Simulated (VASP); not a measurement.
Here is the system:

```
Sn
1.0
   -2.88834     2.88834     1.56603
    2.88834    -2.88834     1.56603
    2.88834     2.88834    -1.56603
Sn
2
Cartesian
  0.00000   2.88834   0.78301
  0.00000   0.00000   3.13205
```

The numbers are results of LDA (Ceperley-Alder, Perdew-Zunger) with spin-orbit coupling, VASP's LDA PAW potentials (set 64) (plane waves; VASP 6.6.1), not measurements. Numerical set-up: 400 eV cut-off, 12×12×12 Γ-centred mesh, Gaussian smearing of 0.050 eV, potentials Sn_d.

Problem. What does the run give for the energy per atom (σ→0), band gap (over mesh and band path) with the smallest direct gap where there is one?

Solution. 
* **band gap (over mesh and band path)**: none (metal, semimetal or under 0.01 eV)
* **energy per atom (σ→0)**: -4.549 eV/atom

The structure comes from a computed database's Sn entry (I4_1/amd); how it stands against other phases isn't given here. It was relaxed first, which changed the volume by -6 %.
